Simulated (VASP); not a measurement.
Method: rev-vdW-DF2, VASP's PBE PAW potentials (set 64) (plane waves; VASP 6.6.1).

Input for VASP

### KPOINTS
```
Automatic mesh
0
Gamma
8 8 8
0 0 0
```

INCAR:
```
SYSTEM=GaAs
PREC=Accurate; ENCUT=520; LREAL=F
LASPH=T
EDIFF=1E-7; NELM=100; ALGO=Normal
LMAXMIX=4
ISMEAR=0; SIGMA=0.05
GGA=MK; LUSE_VDW=T; AGGAC=0.0
PARAM1=0.1234568; PARAM2=0.7114; ZAB_VDW=-1.8867
ISIF=2
LWAVE=F; LCHARG=F
```

POSCAR:
```
GaAs
1.0
  0.0000000000   2.7991994759   2.7991994759
  2.7991994759   0.0000000000   2.7991994759
  2.7991994759   2.7991994759   0.0000000000
Ga As
1 1
Direct
  0.0000000000   0.0000000000   0.0000000000
  0.2500000000   0.2500000000   0.2500000000
```

POTCAR, in this order: Ga_d As (PBE.64 set). Program: vasp_std.

Output of the run:

File OUTCAR:
```
 ion  position               nearest neighbor table
   1  0.000  0.000  0.000-   2 2.42   2 2.42   2 2.42   2 2.42
   2  0.250  0.250  0.250-   1 2.42   1 2.42   1 2.42   1 2.42
  LATTYP: Found a face centered cubic cell.
 ALAT       =     5.5983989518
 Subroutine PRICEL returns:
 Original cell was already a primitive cell.
 Subroutine GETGRP returns: Found 24 space group operations
The static configuration has the point symmetry T_d .
The dynamic configuration has the point symmetry T_d .
 Subroutine INISYM returns: Found 24 space group operations
 Subroutine IBZKPT returns following result:
 Found     29 irreducible k-points:

 Following reciprocal coordinates:
            Coordinates               Weight
  0.000000  0.000000  0.000000      1.000000
  0.125000  0.000000  0.000000      8.000000
  0.250000  0.000000  0.000000      8.000000
  0.375000  0.000000  0.000000      8.000000
  0.500000  0.000000  0.000000      4.000000
  0.125000  0.125000  0.000000      6.000000
  0.250000  0.125000  0.000000     24.000000
  0.375000  0.125000  0.000000     24.000000
  0.500000  0.125000  0.000000     24.000000
 -0.375000  0.125000  0.000000     24.000000
 -0.250000  0.125000  0.000000     24.000000
 -0.125000  0.125000  0.000000     12.000000
  0.250000  0.250000  0.000000      6.000000
  0.375000  0.250000  0.000000     24.000000
  0.500000  0.250000  0.000000     24.000000
 -0.375000  0.250000  0.000000     24.000000
 -0.250000  0.250000  0.000000     12.000000
  0.375000  0.375000  0.000000      6.000000
  0.500000  0.375000  0.000000     24.000000
 -0.375000  0.375000  0.000000     12.000000
  0.500000  0.500000  0.000000      3.000000
  0.375000  0.250000  0.125000     24.000000
  0.500000  0.250000  0.125000     48.000000
 -0.375000  0.250000  0.125000     24.000000
...
```

OSZICAR:
```
       N       E                     dE             d eps       ncg     rms          rms(c)
DAV:   1     0.833969906482E+02    0.83397E+02   -0.92012E+03   770   0.194E+03
DAV:   2     0.215284529957E+01   -0.81244E+02   -0.78986E+02   829   0.327E+02
DAV:   3    -0.395112916914E+01   -0.61040E+01   -0.59894E+01   924   0.758E+01
DAV:   4    -0.405642365000E+01   -0.10529E+00   -0.10526E+00   909   0.109E+01
DAV:   5    -0.405798690573E+01   -0.15633E-02   -0.15632E-02   904   0.113E+00    0.292E+00
DAV:   6    -0.389826698417E+01    0.15972E+00   -0.26483E-01  1161   0.969E+00    0.174E+00
DAV:   7    -0.387009420113E+01    0.28173E-01   -0.80893E-02   915   0.225E+00    0.545E-01
DAV:   8    -0.386923228815E+01    0.86191E-03   -0.98464E-03   869   0.137E+00    0.106E-01
DAV:   9    -0.386936602039E+01   -0.13373E-03   -0.95112E-04   874   0.412E-01    0.468E-02
DAV:  10    -0.386938879377E+01   -0.22773E-04   -0.57420E-05  1078   0.104E-01    0.259E-02
DAV:  11    -0.386940634679E+01   -0.17553E-04   -0.20831E-05   809   0.515E-02    0.155E-03
DAV:  12    -0.386940645535E+01   -0.10856E-06   -0.59622E-07   904   0.137E-02    0.874E-04
DAV:  13    -0.386940653201E+01   -0.76664E-07   -0.14474E-07   712   0.333E-03
   1 F= -.38694065E+01 E0= -.38694065E+01  d E =-.880349E-14
```

File OUTCAR:
```
------------------------ aborting loop because EDIFF is reached ----------------------------------------
  FORCE on cell =-STRESS in cart. coord.  units (eV):
  Direction    XX          YY          ZZ          XY          YZ          ZX
  --------------------------------------------------------------------------------------
  Total        1.2480192      1.2480192      1.2480192     -0.0000000      0.0000000     -0.0000000
  in kB       45.5827272     45.5827272     45.5827272     -0.0000000      0.0000000     -0.0000000
  external PRESSURE =      45.5827272 kB  Pullay stress =       0.0000000 kB
  volume of cell :       43.87
      direct lattice vectors                 reciprocal lattice vectors
     0.000000000  2.799199476  2.799199476    -0.178622497  0.178622497  0.178622497
     2.799199476  0.000000000  2.799199476     0.178622497 -0.178622497  0.178622497
     2.799199476  2.799199476  0.000000000     0.178622497  0.178622497 -0.178622497
  FREE ENERGIE OF THE ION-ELECTRON SYSTEM (eV)
  ---------------------------------------------------
  free  energy   TOTEN  =        -3.8694065320 eV

  energy  without entropy=       -3.8694065320  energy(sigma->0) =       -3.86940653
```
(Selected blocks of OUTCAR.)

The compound is GaAs in the zinc blende structure. This cell is one point of a volume scan, at 0.94 of the reference volume.
